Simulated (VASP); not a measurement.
Consider the following.

```
V
1.0
   -1.49397     1.49397     1.49397
    1.49397    -1.49397     1.49397
    1.49397     1.49397    -1.49397
V
1
Direct
  0.00000   0.00000   0.00000
```

Computed with PBE GGA, VASP's PBE PAW potentials (set 64) (plane waves; VASP). Run with 400 eV cut-off, 19×19×19 Γ-centred mesh, tetrahedra with Blöchl corrections, potentials V_sv.

Task: The job: V (bcc), 1 atom, PBE, static run, 400 eV, 19×19×19 Γ-centred mesh. Roughly how much core time does it take on a busy server core?

Result: About 10 core-seconds (one run on a shared machine, a rough figure). It had 220 irreducible k-points, 10 bands, up to 249 plane waves and 11 electronic steps.

The compound is V in the bcc structure. It was relaxed first.
